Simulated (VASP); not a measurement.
A convergence study with VASP on CuZn (CsCl type): a few settings are varied, all else stays as given below, so the limit is that of these other settings.

```xyz
2
Lattice="2.9500 0.0000 0.0000 0.0000 2.9500 0.0000 0.0000 0.0000 2.9500" Properties=species:S:1:pos:R:3 pbc="T T T"
Zn     1.4750     1.4750     1.4750
Cu     0.0000     0.0000     0.0000
```

Method: PBE GGA, VASP's PBE PAW potentials (set 64) (plane waves; VASP). The last row used: 550 eV cut-off, 20×20×20 Γ-centred mesh, second-order Methfessel-Paxton smearing of 0.40 eV, potentials Zn Cu.

```tsv
setting	E (eV/atom)	pressure (GPa)	irreducible k-points
ISMEAR = -1, SIGMA = 0.01, 7×7×7 mesh	-2.5128	2.17	20
ISMEAR = -1, SIGMA = 0.2, 7×7×7 mesh	-2.5149	2.26	20
ISMEAR = 0, SIGMA = 0.01, 7×7×7 mesh	-2.5127	2.17	20
ISMEAR = 0, SIGMA = 0.2, 7×7×7 mesh	-2.5145	2.17	20
ISMEAR = 1, SIGMA = 0.01, 7×7×7 mesh	-2.5127	2.17	20
ISMEAR = 1, SIGMA = 0.2, 7×7×7 mesh	-2.5139	2.17	20
ISMEAR = 2, SIGMA = 0.01, 7×7×7 mesh	-2.5127	2.17	20
ISMEAR = 2, SIGMA = 0.2, 7×7×7 mesh	-2.5136	2.17	20
ISMEAR = -1, SIGMA = 0.05, 14×14×14 mesh	-2.5067	2.25	120
ISMEAR = -1, SIGMA = 0.2, 14×14×14 mesh	-2.5057	2.41	120
ISMEAR = 0, SIGMA = 0.05, 14×14×14 mesh	-2.5068	2.23	120
ISMEAR = 0, SIGMA = 0.2, 14×14×14 mesh	-2.5065	2.27	120
ISMEAR = 1, SIGMA = 0.05, 14×14×14 mesh	-2.5067	2.23	120
ISMEAR = 1, SIGMA = 0.2, 14×14×14 mesh	-2.5068	2.24	120
ISMEAR = 2, SIGMA = 0.05, 14×14×14 mesh	-2.5067	2.23	120
ISMEAR = 2, SIGMA = 0.2, 14×14×14 mesh	-2.5068	2.24	120
ISMEAR = -1, SIGMA = 0.05, 20×20×20 mesh	-2.5046	2.28	286
ISMEAR = -1, SIGMA = 0.4, 20×20×20 mesh	-2.5028	2.89	286
ISMEAR = 0, SIGMA = 0.05, 20×20×20 mesh	-2.5045	2.27	286
ISMEAR = 0, SIGMA = 0.4, 20×20×20 mesh	-2.5048	2.39	286
ISMEAR = 1, SIGMA = 0.05, 20×20×20 mesh	-2.5044	2.26	286
ISMEAR = 1, SIGMA = 0.4, 20×20×20 mesh	-2.5047	2.31	286
ISMEAR = 2, SIGMA = 0.05, 20×20×20 mesh	-2.5044	2.26	286
ISMEAR = 2, SIGMA = 0.4, 20×20×20 mesh	-2.5046	2.30	286
```

Left out are rungs that failed or repeat a setting and relaxations that didn't move; long series are thinned to 24 rows.

The compound is CuZn in the CsCl type structure. The cell was not relaxed at this level. The electron count is odd and the run is not spin-polarised, which forces a metal.
